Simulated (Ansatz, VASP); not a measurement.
**NbH: VASP beside Ansatz**

Wanted: the spread between two codes on one cell, functional and k mesh. Of the first pair: The cell is taken from a series of runs on this material, whose earlier steps may have relaxed, scaled, displaced or heated it; both programs get it as it stands.

Program: Ansatz 0.2.0. Level of theory: plane waves, with VASP 6.6.1 beside it; relaxation of cell and atoms at PBEsol. Results are calculated unless marked as measured.

**1. Starting point**

It takes space group I4/mmm (No. 139, tetragonal). The conventional cell has a = 3.166 Å, b = 3.166 Å, c = 3.930 Å, α = 90.00°, β = 90.00°, γ = 90.00°. Nb has 6 H at 1.97 to 2.24 Å nearest. H has 6 Nb at 1.97 to 2.24 Å nearest. Farther neighbours are not listed.

**2. VASP: relaxation of cell and atoms, PBEsol, pair 1**

The relaxed volume is the usual yardstick between codes: in a stiff, nearly cubic crystal its relative difference is about their pressure difference at one cell divided by the bulk modulus.

Lines of VASP's logs that name or quote its potential files are left out, and so is its time.

INCAR reads:

```
SYSTEM = NbH
PREC = Accurate
ENCUT = 500
EDIFF = 1E-07
NELM = 120
ISMEAR = 1
SIGMA = 0.15
LREAL = .FALSE.
ALGO = Normal
GGA = PS
NBANDS = 13
LASPH = .TRUE.
LORBIT = 11
LWAVE = .FALSE.
LCHARG = .FALSE.
ISIF = 3
IBRION = 2
NSW = 80
EDIFFG = -0.005
GGA_COMPAT = .FALSE.
NELMIN = 4
KPAR = 2
```

POSCAR reads:

```
NbH
1.0
   -1.5832060000      1.5832060000      1.9652280000
    1.5832060000     -1.5832060000      1.9652280000
    1.5832060000      1.5832060000     -1.9652280000
Nb H
1 1
Direct
    0.0000000000      0.0000000000      0.0000000000
    0.5000000000      0.5000000000      0.0000000000
```

KPOINTS reads:

```
Automatic mesh
0
Gamma
16 16 16
0 0 0
```

Potentials, in the order of the species: Nb_sv and H (PBE family, release 64).

Started as:

```bash
mpirun -np 2 vasp_std
```

Numbers of over 12 decimals in the logs are rounded to 6 here.

Log:

```text
[banner, memory and clock lines left out]
running    2 mpi-ranks, on    1 nodes
 distrk:  each k-point on    1 cores,    2 groups
 distr:  one band on    1 cores,    1 groups

 POSCAR found type information on POSCAR NbH
 POSCAR found :  2 types and       2 ions
|                                                                             |
|               ----> ADVICE to this user running VASP <----                  |
|                                                                             |
|     You enforced a specific xc type in the INCAR file but a different       |
|     [... a line on the potential file left out ...]
|     I HOPE YOU KNOW WHAT YOU ARE DOING!                                     |
|                                                                             |

 LDA part: xc-table for (Slater+PW92), standard interpolation
 POSCAR, INCAR and KPOINTS ok, starting setup
 FFT: planning ... GRIDC
 FFT: planning ... GRID_SOFT
 FFT: planning ... GRID
 WAVECAR not read
 entering main loop
       N       E                     dE             d eps       ncg     rms          rms(c)
DAV:   1     0.115250867842E+03    0.11525E+03   -0.76335E+03  9114   0.108E+03
DAV:   2    -0.108461338451E+02   -0.12610E+03   -0.12034E+03 10174   0.376E+02
DAV:   3    -0.152513535619E+02   -0.44052E+01   -0.42024E+01 12796   0.621E+01
DAV:   4    -0.155254415190E+02   -0.27409E+00   -0.27271E+00 12222   0.143E+01
DAV:   5    -0.155358729245E+02   -0.10431E-01   -0.10424E-01 13287   0.230E+00    0.837E+00
DAV:   6    -0.147269335353E+02    0.80894E+00   -0.94577E-01 14486   0.121E+01    0.273E+00
DAV:   7    -0.146395856850E+02    0.87348E-01   -0.22146E-01 15367   0.526E+00    0.923E-01
DAV:   8    -0.146408654764E+02   -0.12798E-02   -0.15485E-02 10669   0.152E+00    0.920E-02
DAV:   9    -0.146409170432E+02   -0.51567E-04   -0.13985E-03 14918   0.345E-01    0.439E-02
DAV:  10    -0.146409251916E+02   -0.81484E-05   -0.21895E-05 10384   0.526E-02    0.250E-02
DAV:  11    -0.146409209298E+02    0.42618E-05   -0.99947E-06 11698   0.458E-02    0.437E-03
DAV:  12    -0.146409207811E+02    0.14875E-06   -0.73876E-07 12272   0.949E-03    0.188E-03
DAV:  13    -0.146409206429E+02    0.13816E-06   -0.28753E-08  6078   0.189E-03    0.678E-04
DAV:  14    -0.146409206323E+02    0.10653E-07   -0.68369E-09  5127   0.946E-04
   1 F= -.14640921E+02 E0= -.14640638E+02  d E =-.146409E+02
 curvature:   0.00 expect dE= 0.000E+00 dE for cont linesearch  0.000E+00
 trial: gam= 0.00000 g(F)=  0.267E-61 g(S)=  0.398E-03 ort = 0.000E+00 (trialstep = 0.100E+01)
 search vector abs. value=  0.398E-03
 bond charge predicted
       N       E                     dE             d eps       ncg     rms          rms(c)
DAV:   1    -0.146446786717E+02   -0.37580E-02   -0.10328E-01 10757   0.461E+00    0.481E-01
DAV:   2    -0.146413649286E+02    0.33137E-02   -0.91288E-03 12367   0.129E+00    0.167E-01
DAV:   3    -0.146408179403E+02    0.54699E-03   -0.32263E-03 16976   0.579E-01    0.924E-02
DAV:   4    -0.146408805739E+02   -0.62634E-04   -0.89343E-05 12703   0.108E-01    0.420E-02
DAV:   5    -0.146409509214E+02   -0.70347E-04   -0.15742E-04 16332   0.881E-02    0.225E-02
DAV:   6    -0.146409546275E+02   -0.37061E-05   -0.61812E-06  9581   0.311E-02    0.216E-03
DAV:   7    -0.146409546014E+02    0.26162E-07   -0.15763E-07 10150   0.522E-03
   2 F= -.14640955E+02 E0= -.14640666E+02  d E =-.339691E-04
 trial-energy change:   -0.000034  1 .order   -0.000034   -0.000398    0.000330
 step:   0.5464(harm=  0.5464)  dis= 0.00000  next Energy=   -14.641029 (dE=-0.109E-03)
 bond charge predicted
       N       E                     dE             d eps       ncg     rms          rms(c)
DAV:   1    -0.146417988136E+02   -0.84419E-03   -0.21268E-02 10695   0.209E+00    0.217E-01
DAV:   2    -0.146411204682E+02    0.67835E-03   -0.18871E-03 12405   0.586E-01    0.759E-02
DAV:   3    -0.146410103171E+02    0.11015E-03   -0.66717E-04 17017   0.263E-01    0.414E-02
DAV:   4    -0.146410200730E+02   -0.97560E-05   -0.17991E-05 12699   0.487E-02    0.190E-02
DAV:   5    -0.146410306847E+02   -0.10612E-04   -0.31846E-05 16458   0.395E-02    0.101E-02
DAV:   6    -0.146410300926E+02    0.59214E-06   -0.12867E-06  9596   0.141E-02    0.960E-04
DAV:   7    -0.146410300756E+02    0.16995E-07   -0.29661E-08  7333   0.229E-03
   3 F= -.14641030E+02 E0= -.14640744E+02  d E =-.109443E-03
 curvature:  -0.27 expect dE=-0.958E-08 dE for cont linesearch -0.762E-08
 trial: gam= 0.00000 g(F)=  0.774E-62 g(S)=  0.351E-07 ort =-0.333E-05 (trialstep = 0.909E+00)
 search vector abs. value=  0.352E-07
 reached required accuracy - stopping structural energy minimisation
```

Parts of OUTCAR (step 2):

```text
ion  position               nearest neighbor table
   1  0.000  0.000  0.000-   2 1.97   2 1.97
   2  0.500  0.500  0.000-   1 1.97   1 1.97

  LATTYP: Found a body centered tetragonal cell.
 ALAT       =     3.1664120000
 C/A-ratio  =     1.2412964579

 Subroutine GETGRP returns: Found 16 space group operations
 (whereof 16 operations were pure point group operations)

The static configuration has the point symmetry D_4h.

 Found    349 irreducible k-points:

   k-points           NKPTS =    349   k-points in BZ     NKDIM =    349   number of bands    NBANDS=     13

   dimension x,y,z NGX =    24 NGY =   24 NGZ =   24
   dimension x,y,z NGXF=    48 NGYF=   48 NGZF=   48

   ENCUT  =  500.0 eV  36.75 Ry    6.06 a.u.   5.43  5.43  5.43*2*pi/ulx,y,z

   NELECT =      14.0000    total number of electrons

 k-points in reciprocal lattice and weights: Automatic mesh
   0.00000000  0.00000000  0.00000000       0.000
   0.06250000  0.00000000 -0.00000000       0.002
   0.12500000  0.00000000 -0.00000000       0.002
   0.18750000  0.00000000 -0.00000000       0.002
   0.25000000  0.00000000 -0.00000000       0.002
   0.31250000  0.00000000 -0.00000000       0.002
   0.37500000  0.00000000 -0.00000000       0.002
   0.43750000  0.00000000 -0.00000000       0.002
   0.50000000  0.00000000 -0.00000000       0.001
[...]
-0.43750000 -0.43750000  0.43750000       0.000
   0.50000000  0.50000000  0.50000000       0.000

 average (electrostatic) potential at core
       1 -76.9571       2 -26.0139

 E-fermi :  11.4785

 k-point     1 :       0.0000    0.0000    0.0000
  band No.  band energies     occupation
    ...
      3     -19.0141      2.00000
      4     -19.0141      2.00000
      5       1.6761      2.00000
      6      10.7403      2.00000
      7      10.7403      2.00000
      8      12.1122     -0.00000
      9      12.4861     -0.00000
     10      13.4410     -0.00000
     11      21.7157      0.00000
     12      22.8936      0.00000
    ...

 k-point     2 :       0.0625    0.0000   -0.0000
  band No.  band energies     occupation
    ...
      3     -19.0316      2.00000
      4     -19.0232      2.00000
      5       1.8053      2.00000
      6      10.7071      2.00000
      7      10.7929      2.00000
      8      12.0749     -0.00000
      9      12.4511     -0.00000
     10      13.3590     -0.00000
     11      21.0611      0.00000
     12      23.1703      0.00000
    ...

 k-point     3 :       0.1250    0.0000   -0.0000
  band No.  band energies     occupation
    ...
      3     -19.0489      2.00000
      4     -19.0446      2.00000
      5       2.1801      2.00000
      6      10.5357      2.00000
      7      10.8764      2.00000
      8      12.0164     -0.00000
      9      12.4470     -0.00000
     10      13.2143     -0.00000
     11      19.8904      0.00000
     12      23.9145      0.00000
    ...

  Total        0.0003944      0.0003944      0.0010689      0.0000000     -0.0000000     -0.0000000
  in kB        0.0321672      0.0321672      0.0871715      0.0000000     -0.0000000     -0.0000000
  external PRESSURE =       0.0505020 kB  Pullay stress =       0.0000000 kB

  energy-cutoff  :      500.00
  volume of cell :       19.65
      direct lattice vectors                 reciprocal lattice vectors
    -1.581664158  1.581664158  1.963294741     0.000000000  0.316122735  0.254673936
     1.581664158 -1.581664158  1.963294741     0.316122735  0.000000000  0.254673936
     1.581664158  1.581664158 -1.963294741     0.316122735  0.316122735  0.000000000

 POSITION                                       TOTAL-FORCE (eV/Angst)
 -----------------------------------------------------------------------------------
     -0.00000      0.00000      0.00000         0.000000      0.000000     -0.000000
      0.00000      0.00000      1.96329        -0.000000     -0.000000      0.000000
 -----------------------------------------------------------------------------------
    total drift:                               -0.000000      0.000000     -0.000000

  FREE ENERGIE OF THE ION-ELECTRON SYSTEM (eV)
  ---------------------------------------------------
  free  energy   TOTEN  =       -14.6410300756 eV

  energy  without entropy=      -14.6401723632  energy(sigma->0) =      -14.64074417

 reached required accuracy - stopping structural energy minimisation

 total charge
# of ion       s       p       d       tot
------------------------------------------
    1        2.179   6.023   2.500  10.702
    2        0.525   0.027   0.000   0.552
--------------------------------------------------
tot          2.704   6.050   2.500  11.254

[... 3 further parts left out ...]
```

CONTCAR:

```
NbH
   1.00000000000000
    -1.5816641584475659    1.5816641584475659    1.9632947411244173
     1.5816641584475659   -1.5816641584475659    1.9632947411244173
     1.5816641584475659    1.5816641584475659   -1.9632947411244173
  Nb              H
     1     1
Direct
     0.0000000000000000    0.0000000000000000    0.0000000000000000
     0.5000000000000000    0.5000000000000000    0.0000000000000000
```

**3. Ansatz: relaxation of cell and atoms, PBEsol, pair 1**

Ansatz runs on norm-conserving files, of PseudoDojo where its log says so.

The same cell, functional, mesh and smearing now go to Ansatz, which takes its cutoff from its data sets.

input.yaml reads:

```yaml
crystal:
  lattice:
    - [-1.5832055774, 1.5832055774, 1.9652278831]
    - [1.5832055774, -1.5832055774, 1.9652278831]
    - [1.5832055774, 1.5832055774, -1.9652278831]
  atoms:
    - { symbol: Nb, position: [0.0, 0.0, 0.0] }
    - { symbol: H, position: [0.5, 0.5, 0.0] }
kpoints:
  mp_grid: { grid: [16, 16, 16] }
hamiltonian:
  xc: pbesol
  pseudopotentials: { kind: nc }
scf:
  occupations: { method: methfessel_paxton, width: 0.15 }
output:
  forces: true
  stress: true
  eigenvalues: true
relax:
  adjacent_minimum: "off"
  f_tol: 0.001
  max_steps: 60
  cell: { stress_tol: 0.01 }
```

Started as:

```bash
ansatz run input.yaml --threads 4 --pin off --max-ram 7168MiB --backend cpu --events-out ev --progress --plain --runs-dir out
```

Log:

```text
Engine: ansatz 0.2.0, aarch64-unknown-linux-gnu
Pseudopotentials: kind: nc
Pseudopotential: Nb, nc, valence charge 13, recommended cutoff 1115.666836 eV (normal), Nb.nc.azcp (PseudoDojo's, or run here from an input of PseudoDojo's: the run reads no file of this project's for it)
Pseudopotential: H, nc, valence charge 1, recommended cutoff 979.609905 eV (normal), H.nc.azcp (PseudoDojo's, or run here from an input of PseudoDojo's: the run reads no file of this project's for it)
Functional definition: PBEsol
  exchange = pbesol_x
  correlation = pbesol_c
Crystal: 2 atoms, lattice volume = 19.704 Å³
Basis set: ecut = 1115.666836 eV, 1659 PW (Γ), exchange–correlation on 72×72×72 points (8 copies of the dense FFT grid, shifted against one another)
Bands: 11, of which v1, the nominal top of the filled ones, is band 7 counted from 1 (6 counted from 0)
Symmetry: 16 space group operations
Space group: I4/mmm (ITA 139), of the structure as read, at distance tolerance 2.7e-5 Å
k-points: 349 of 4096
Non-local potential: Nb, projectors of the file, l = 0: 2, l = 1: 2, l = 2: 2
Non-local potential: H, projectors of the file, l = 0: 2, l = 1: 1
Initial density: superposition of atomic densities (chi_scale 0.1, normalization cell, long waves kept (reshape's long-wave potential 0.00 eV rms))
Initial wavefunctions: pseudopotential atomic-orbital guess
Functional: x = pbesol(κ = 0.804, μ = 0.123457), c = pbesol(β = 0.046)
SCF iter   1: F=—  HF=-1710.868701 eV  |F-HF|=—  |Δ(HF+E_count)|=         —  Δρ=1.01e-1  dr2=2.23e0  ethr=3.10e-3  ⟨swp⟩=5.9  Hψ=27012  notcnv=0
preconditioner: auto → none  [metal: Δε(μ)=0.017 eV  Ē_g=8.237 eV  σ=0.150 eV  W_gap=0.10  n_scr=8 (ndim 8)  ℏωp=20.5 eV  f_vac=0.000  D(μ)=1.02/eV (n_scr^D=12)  sad-step TF]
SCF iter   2: F=—  HF=-1710.227743 eV  |F-HF|=—  |Δ(HF+E_count)|=   6.41e-1  S|Δr|=    0.00e0  Δρ=5.35e-2  dr2=6.16e-1  ethr=3.10e-3  ⟨swp⟩=3.6  Hψ=10133  notcnv=0  defer=14
SCF iter   3: F=—  HF=-1709.998642 eV  |F-HF|=—  |Δ(HF+E_count)|=   2.29e-1  S|Δr|=    0.00e0  Δρ=4.73e-3  dr2=1.60e-3  ethr=3.10e-3  ⟨swp⟩=4.0  Hψ=8294  notcnv=0  defer=16
SCF iter   4: F=—  HF=-1709.999157 eV  |F-HF|=—  |Δ(HF+E_count)|=   5.15e-4  S|Δr|=    0.00e0  Δρ=7.33e-4  dr2=7.24e-5  ethr=1.14e-5  ⟨swp⟩=2.1  Hψ=8451  notcnv=0  defer=13
SCF iter   5: F=—  HF=-1709.999129 eV  |F-HF|=—  |Δ(HF+E_count)|=   2.76e-5  S|Δr|=    0.00e0  Δρ=1.80e-4  dr2=1.49e-6  ethr=5.17e-7  ⟨swp⟩=2.6  Hψ=6023  notcnv=0  defer=13
SCF iter   6: F=-1709.999129 eV  HF=-1709.999129 eV  |F-HF|=3.91e-8  |Δ(HF+E_count)|=   9.75e-8  S|Δr|=    0.00e0  Δρ=2.24e-5  dr2=5.75e-8  ethr=7.14e-10  ⟨swp⟩=9.2  Hψ=24680  notcnv=0
SCF 1 converged in 6 iterations: F = -1709.999129 eV  dr2 = 5.75e-8
relax step   1: F+E_penalty+E_count = -1709.99912910 eV  Δ(F+E_penalty+E_count) = +0.000e0 eV  max|allowed force component| = 9.944e-31 eV/Å  Δτ_max = 0.0000 Å  P = -0.034 GPa  Ω = 19.704 Å³  (6 SCF iters, dr2 threshold 1.00e-7 eV, accepted)
[...]
relax step   2: F+E_penalty+E_count = -1709.99913051 eV  Δ(F+E_penalty+E_count) = -1.410e-6 eV  max|allowed force component| = 7.889e-31 eV/Å  Δτ_max = 0.0000 Å  P = +0.096 GPa  Ω = 19.691 Å³  energy of the carried Pulay correction = +3.853e-6 eV  (3 SCF iters, dr2 threshold 3.04e-9 eV, rejected (line search))
[...]
relax step   3: F+E_penalty+E_count = -1709.99913045 eV  Δ(F+E_penalty+E_count) = -1.355e-6 eV  max|allowed force component| = 3.944e-31 eV/Å  Δτ_max = 0.0000 Å  P = +0.000 GPa  Ω = 19.700 Å³  energy of the carried Pulay correction = +1.002e-6 eV  (5 SCF iters, accepted)
[...]
relax step   4: F+E_penalty+E_count = -1709.99913044 eV  Δ(F+E_penalty+E_count) = +7.492e-9 eV  max|allowed force component| = 1.972e-31 eV/Å  Δτ_max = 0.0000 Å  P = -0.000 GPa  Ω = 19.701 Å³  energy of the carried Pulay correction = +9.938e-7 eV  (3 SCF iters, accepted)
[...]
relax step   5: F+E_penalty+E_count = -1709.99912945 eV  Δ(F+E_penalty+E_count) = +9.960e-7 eV  max|allowed force component| = 1.972e-31 eV/Å  Δτ_max = 0.0000 Å  P = -0.000 GPa  Ω = 19.701 Å³  stress off target by 1.42e-3 GPa  SCF on the basis re-selected at this cell (its energy is not comparable with the rows above)  (2 SCF iters)
basis re-selected at this cell: Δ(F+E_penalty+E_count) = +9.960e-7 eV, ΔP = -0.000 GPa vs the last step (what re-selecting the basis moved, of the pressure what is left beyond the Pulay correction that the steps carried, after the strain that the cell walked since its last selection, with what the two solves' SCF thresholds leave and, on support functions, any second-order correction that the steps lacked; it is no m [...]
SCF converged after 2 iterations
Stability not checked: this state was not tested for a lower state beside it, because cold or Methfessel-Paxton smearing, or corrected tetrahedra, fill the levels in a way that the test cannot read (fill_not_monotonic; see scf.lower_state_search)
Free energy (F): -1709.999129 eV
Harris-Foulkes:  -1709.999129 eV  (|F-HF|=9.09e-13)
Internal energy: -1709.998293 eV  (E = F + TS)
E sigma→0 (E₀):  -1709.998920 eV
Entropy (-TS):   -0.000837 eV (-0.418 meV/atom)
Fermi energy:    17.762815 eV
--- Per-component energies (eV) ---
  E_band       = -68.662092
  E_kinetic    = 509.856041
  E_local      = -915.015989  (includes V_loc(G=0)·N_el)
  E_nonlocal   = 209.362742
  E_hartree    = 204.586374
  E_xc         = -363.796209
  E_vxc        = -282.037645  (∫ρ·V_xc dr)
  E_ewald      = -1354.991251
  E_smearing   = -0.000837  (= −TS)
  E_closure    = 0.000000  (closes the sum)
  Σ components = -1709.999129   (vs F -1709.999129, Δ=0.00e0)
--- Forces (eV/Å), atoms counted from 1 ---
  atom   1  Nb    -0.00000000     0.00000000     0.00000000
  atom   2  H     -0.00000000     0.00000000     0.00000000
  max |Σ_I F_I| component: 3.94e-31 eV/Å
--- Stress (GPa, compression-positive) ---
        0.000095      -0.000000       0.000000
       -0.000000       0.000095       0.000000
        0.000000       0.000000      -0.001420
  P = ⅓ Tr σ = -0.0004 GPa (-0.004 kbar)
--- Band table (eV; the first three rows and the last of 349) ---
  k-point 0: bands = [... 3 lower, -12.7402, 7.9898, 17.0291, 17.0291, 18.3946, 18.7659, 19.7125, 27.9852]
  k-point 1: bands = [... 3 lower, -12.7477, 8.1315, 16.8837, 17.1656, 18.4594, 18.6060, 19.5992, 27.5403]
  k-point 2: bands = [... 3 lower, -12.7690, 8.5194, 16.4991, 17.5697, 18.0024, 18.6566, 19.5851, 27.1317]
  k-point 348: bands = [... 3 lower, -13.2770, 9.3612, 13.9241, 21.5885, 21.6410, 22.3247, 22.3247, 25.6910]
--- Relaxed structure (4 steps of the walk, 3 accepted, 1 SCFs on fresh bases) ---
  F+E_penalty+E_count = -1709.99912945 eV   max|allowed force component| = 1.972e-31 eV/Å   (the final SCF, on the basis selected at the relaxed cell)
  cell:  # Å, volume = 19.7005 Å³
    - [-1.583101, 1.583101, 1.965170]
    - [1.583101, -1.583101, 1.965170]
    - [1.583101, 1.583101, -1.965170]
  atoms:
    - { symbol: Nb, position: [0, 0, 0] }
    - { symbol: H, position: [0.500000, 0.500000, 0] }
```

**4. Comparison**

Known differences besides the potentials themselves: the cutoff is 1115.67 eV in Ansatz and 500 eV in VASP; Ansatz adds a Pulay correction to the stress that steers its cell, VASP none. Total energies have different zeros and are not compared.

The two programs side by side:

```csv
quantity,Ansatz,VASP,difference
volume (Å³),19.70,19.65,+0.28 %
"edge a after relaxation, in the typed setting (Å)",2.979,2.976,+0.09 %
```

**5. Ansatz: relaxation of cell and atoms, PBEsol, pair 2**

The relaxed volume is the usual yardstick between codes: in a stiff, nearly cubic crystal its relative difference is about their pressure difference at one cell divided by the bulk modulus. This pair takes another cell of the material, with 4 atoms against 2 for the pair before.

The cell is taken from a series of runs on this material, whose earlier steps may have relaxed, scaled, displaced or heated it; both programs get it as it stands.

input.yaml, the sections that differ from step 3:

```yaml
crystal:
  lattice:
    - [1.72452642, -2.3991423127, 0.0]
    - [1.72452642, 2.3991423127, 0.0]
    - [0.0, 0.0, 4.9011216655]
  atoms:
    - { symbol: Nb, position: [0.5, 0.0, 0.5] }
    - { symbol: Nb, position: [0.0, 0.5, 0.0] }
    - { symbol: H, position: [0.5, 0.5, 0.75] }
    - { symbol: H, position: [0.5, 0.5, 0.25] }
kpoints:
  mp_grid: { grid: [14, 14, 8] }
# hamiltonian, scf, output, relax: as in step 3
```

Log:

```text
[...]
Crystal: 4 atoms, lattice volume = 40.556 Å³
Basis set: ecut = 1115.666836 eV, 3435 PW (Γ), exchange–correlation on 72×72×108 points (8 copies of the dense FFT grid, shifted against one another)
Bands: 18, of which v1, the nominal top of the filled ones, is band 14 counted from 1 (13 counted from 0)
Symmetry: 8 space group operations
[...]
k-points: 285 of 1568
[...]
--- Relaxed structure (1 steps of the walk, 1 accepted, 1 SCFs on fresh bases) ---
[...]
cell:  # Å, volume = 40.5556 Å³
    - [1.72452642, -2.3991423127, 0.0]
    - [1.72452642, 2.3991423127, 0.0]
    - [0.0, 0.0, 4.9011216655]
  atoms:
    - { symbol: Nb, position: [0.5, 0.0, 0.500000] }
    - { symbol: Nb, position: [0.0, 0.5, 0.0] }
    - { symbol: H, position: [0.5, 0.5, 0.750000] }
    - { symbol: H, position: [0.5, 0.5, 0.250000] }
[key lines of the parts left out:]
SCF converged after 5 iterations
Free energy (F): -3420.366500 eV
Fermi energy:    17.130521 eV
P = ⅓ Tr σ = 0.0030 GPa (0.030 kbar)
```

(Part 1 of 2 ends here.)

[Lines on the potential files, build, host, timing and source positions are cut from VASP's logs without a mark.]

[Logs are printed without paths, hosts, clocks, repeated set-up lines and the standing remarks that a program may print on its own settings, such as how far it seeks lower states.]

[Hosts, paths, dates, database ids (printed as entryN), source tags and the programs' standing remarks are cut or masked in the printed files.]
